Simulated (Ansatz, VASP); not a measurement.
# Ba3Zn2H3: VASP beside Ansatz

```xyz
8
Lattice="5.6833 0.0000 0.0000 0.0000 5.6833 0.0000 0.0000 0.0000 5.6833" Properties=species:S:1:pos:R:3 pbc="T T T"
Ba    0.0000    2.8417    2.8417
Ba    2.8417    0.0000    2.8417
Ba    2.8417    2.8417    0.0000
Zn    2.8417    2.8417    2.8417
Zn    0.0000    0.0000    0.0000
H     2.8417    0.0000    0.0000
H     0.0000    2.8417    0.0000
H     0.0000    0.0000    2.8417
```

Alike in both runs: task single point; functional PBE; k mesh 4 × 4 × 4; occupations gaussian, width 0.1 eV; no spin polarisation.

|  | VASP | Ansatz |
| --- | --- | --- |
| version | VASP 6.6.1 | Ansatz 0.2.0 |
| potentials or method | VASP PAW PBE potentials, release 64 (Ba_sv, Zn, H) | scalar-relativistic, plane waves, PAW |
| plane-wave cutoff (eV) | 520 | 420 |
| valence electrons in the cell | 57 | 57 |

Ansatz gave:

```
gap on the k mesh at the Fermi level (eV) : none
pressure (GPa)                            : 6.6
```

Problem. What did VASP give for the same quantities?

Solution. gap on the k mesh at the Fermi level (eV): none; pressure (GPa): 7.2.

A gap of «none» marks a metal or a gap that the smearing closes. The functional is the same, so the differences come from potentials, cutoffs and numerics.

Spin-orbit coupling is left out, which matters for the levels of Ba.
